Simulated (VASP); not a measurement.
Calculation: PBEsol GGA, VASP's PBE PAW potentials (set 64) (plane waves; VASP).

A VASP calculation is set up with these files.

INCAR:
```
# general
SYSTEM =Re
PREC   =Accurate
ENCUT  =300
LREAL  =.FALSE.   # projection in real space or not
LASPH  =.TRUE.

# electronic loop
EDIFF  =1E-6   # SCF stop (eV)
NELM   =100   # most electronic steps
ALGO   =Normal   # blocked Davidson
LMAXMIX=6

# smearing
ISMEAR =-1
SIGMA  =0.05   # width (eV)

# functional
GGA    =PS   # PBEsol

# ions
ISIF   =2

# output
LWAVE  =.FALSE.
LCHARG =.FALSE.
```

POSCAR:
```
Re
1
    2.7371340000     0.0000000000     0.0000000000
   -1.3685670000     2.3704270000     0.0000000000
    0.0000000000     0.0000000000    22.7103000000
Re
4
Direct
  0.3333330000   0.6666670000   0.3522630000
  0.6666670000   0.3333330000   0.4507510000
  0.3333330000   0.6666670000   0.5492440000
  0.6666670000   0.3333330000   0.6477370000
```

File KPOINTS:
```
kpoints
0
G
9 9 1
```

POTCAR, in this order: Re (PBE.64 set). Program: vasp_std.

Question: What will the output report for the number of irreducible k-points (NKPTS), largest plane-wave count, number of space-group operations, FFT grid (NGX, NGY, NGZ)?

Answer: 
```
Quantity                                        Value
--------------------------------------  -------------
number of irreducible k-points (NKPTS)             12
largest plane-wave count                         1782
number of space-group operations                   12
FFT grid (NGX, NGY, NGZ)                16 × 16 × 128
```

The cell is a sheet with vacuum, built from a database entry that may be metastable or hypothetical.
